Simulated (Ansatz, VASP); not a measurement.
# One calculation of TiPdSe4, two programs

```xyz
6
Lattice="-3.0315 3.0315 3.0840 3.0315 -3.0315 3.0840 3.0315 3.0315 -3.0840" Properties=species:S:1:pos:R:3 pbc="T T T"
Ti    0.0000    0.0000    3.0840
Pd    0.0000    0.0000    0.0000
Se    4.0328    1.0013    1.5420
Se    2.0301   -1.0013    1.5420
Se    1.0013    2.0301    1.5420
Se   -1.0013    4.0328    1.5420
```

Change from the starting cell: species swapped into the Ta4CoNi type (I422, No. 97).

Alike in both runs: functional PBE; k mesh 3 × 3 × 3; occupations gaussian, width 0.15 eV; collinear spin.

Ansatz relaxed the structure, and its values are those at the end. VASP's run is a single point on that final structure, the one shown.

```csv
,VASP,Ansatz
version,VASP 6.6.1,Ansatz 0.2.0
potentials or method,"VASP PAW PBE potentials, release 64 (Ti_sv, Pd, Se)","scalar-relativistic, plane waves, PAW"
plane-wave cutoff (eV),520,420
valence electrons in the cell,46,94
```

```csv
,VASP,Ansatz,Ansatz less VASP
gap on the k mesh at the Fermi level (eV),none,none,-
pressure (GPa),0.5,0.5,-0.04
net moment per atom (μB),0.00,0.00,0.000
```

A gap of «none» marks a metal or a gap that the smearing closes. The two sets of potentials don't hold the same shells in valence. Ansatz warned: «seeded_moment_not_kept».

Caveats: the k mesh is coarse (spacing up to 0.49 Å⁻¹), so the values aren't converged.
